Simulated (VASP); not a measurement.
Energy against volume of CdF$_{2}$ (fluorite). Computed with revPBE GGA, VASP's PBE PAW potentials (set 64) (plane waves; VASP).

```csv
V (Å³/atom),E (eV/atom)
13.464,-3.34117
13.893,-3.35337
14.323,-3.35760
14.753,-3.35510
15.182,-3.34692
```

### Question
Fit a third-order Birch-Murnaghan equation of state.

### Answer

The volume per atom is 14.37 Å³/atom and the bulk modulus comes out as 823 kbar. The pressure derivative of the bulk modulus comes out as 4.67 and the lattice constant a is 5.566 Å.

The compound is CdF2 in the fluorite structure. It was relaxed first, which changed the volume by +10 %.
